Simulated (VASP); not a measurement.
Data:

```
CsI
1.0
    4.57000     0.00000     0.00000
    0.00000     4.57000     0.00000
    0.00000     0.00000     4.57000
Cs I
1 1
Cartesian
  0.00000   0.00000   0.00000
  2.28500   2.28500   2.28500
```

Level of theory: PBE GGA with D3 dispersion (zero damping), VASP's PBE PAW potentials (set 64) (plane waves; VASP 6.6.1). Numerical set-up: 520 eV cut-off, 5×5×5 Γ-centred mesh, Gaussian smearing of 0.050 eV, potentials Cs_sv I.

Energy and stress use the plane-wave basis of the starting cell.

Problem. The ions, cell shape and volume are relaxed. Which structure does the run end with?

Solution. 
```
CsI
1.0
    4.67056     0.00000     0.00000
    0.00000     4.67056     0.00000
    0.00000     0.00000     4.67056
Cs I
1 1
Direct
  0.00000   0.00000   0.00000
  0.50000   0.50000   0.50000
```
Space group Pm-3m (221), at a tolerance of 0.03 Å.

Problem. How do energy and volume change from the first to the last step?

Solution. The energy (σ→0) changes by -6.5 meV/atom and the volume by +6.7 %, in 4 ionic steps.

The compound is CsI in the CsCl type structure. This run relaxes it. Symmetry was kept, so distortions that lower it aren't found.
